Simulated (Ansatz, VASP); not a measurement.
## Two plane-wave programs on ZnAuS3

File INCAR:

```
PREC     = Accurate       # precision mode
ENCUT    = 520            # plane-wave cutoff, eV
EDIFF    = 1E-6           # SCF threshold, eV
ISMEAR   = 0              # smearing method
SIGMA    = 0.1            # smearing width, eV
LREAL    = False          # projectors in reciprocal space
LASPH    = True           # aspherical terms in the spheres
NELM     = 100            # most SCF steps
ALGO     = Normal         # electronic algorithm
ISIF     = 2              # what is computed and relaxed
LWAVE    = False          # write WAVECAR
LCHARG   = False          # write CHGCAR
GGA      = PE             # functional
NBANDS   = 28             # bands
```

File KPOINTS:

```
regular mesh
0
Gamma
  8 8 8
```

The input POSCAR:

```
ZnAuS3
1.0
    4.8374364795      0.0000000000      0.0000000000
    0.0000000000      4.8374364795      0.0000000000
    0.0000000000      0.0000000000      4.8374364795
Zn S Au
1 3 1
Direct
    0.5000000000      0.5000000000      0.5000000000
    0.5000000000      0.0000000000      0.0000000000
    0.0000000000      0.5000000000      0.0000000000
    0.0000000000      0.0000000000      0.5000000000
    0.0000000000      0.0000000000      0.0000000000
```

Input for Ansatz:

```yaml
crystal:
  lattice:
    - [4.8374364795, 0.0, 0.0]
    - [0.0, 4.8374364795, 0.0]
    - [0.0, 0.0, 4.8374364795]
  atoms:
    - { symbol: Zn, position: [0.5, 0.5, 0.5] }
    - { symbol: S, position: [0.5, 0.0, 0.0] }
    - { symbol: S, position: [0.0, 0.5, 0.0] }
    - { symbol: S, position: [0.0, 0.0, 0.5] }
    - { symbol: Au, position: [0.0, 0.0, 0.0] }
basis:
  ecutwfc: 420
kpoints:
  mp_grid: { grid: [8, 8, 8] }
  band_path:
    path:
      - [[0.0, 0.0, 0.0], [0.0, 0.5, 0.0], [0.5, 0.5, 0.0], [0.0, 0.0, 0.0], [0.5, 0.5, 0.5], [0.0, 0.5, 0.0]]
      - [[0.5, 0.5, 0.5], [0.5, 0.5, 0.0]]
    npoints: 14
hamiltonian:
  xc: pbe
scf:
  occupations: { method: gaussian, width: 0.1 }
  n_extra_bands: 12
output:
  forces: true
  stress: true
  eigenvalues: true
  populations: true
  dos: { projected: true, de: 0.02, nscf_kmesh: { grid: [10, 10, 10] } }
  bader: true
  write_density: true
  write_potential: true
  elf: true
  volumetric_format: npy
```

The cell was built by a generator and needn't be a form met in nature.

Alike in both runs: task single point; functional PBE; k mesh 8 × 8 × 8; occupations gaussian, width 0.1 eV; no spin polarisation.

|  | VASP | Ansatz |
| --- | --- | --- |
| version | VASP 6.6.1 | Ansatz 0.2.0 |
| potentials or method | VASP PAW PBE potentials, release 64 (Zn, S, Au) | scalar-relativistic, plane waves, PAW |
| plane-wave cutoff (eV) | 520 | 420 |
| valence electrons in the cell | 41 | 49 |

Ansatz gave:

* gap on the k mesh at the Fermi level (eV): none
* pressure (GPa): 0.0

Question: What did VASP give for the same quantities?

Answer: gap on the k mesh at the Fermi level (eV): none; pressure (GPa): -0.2.

A gap of «none» marks a metal or a gap that the smearing closes. The two sets of potentials don't hold the same shells in valence.

The runs have no spin-orbit coupling, so splittings on Au are missing.
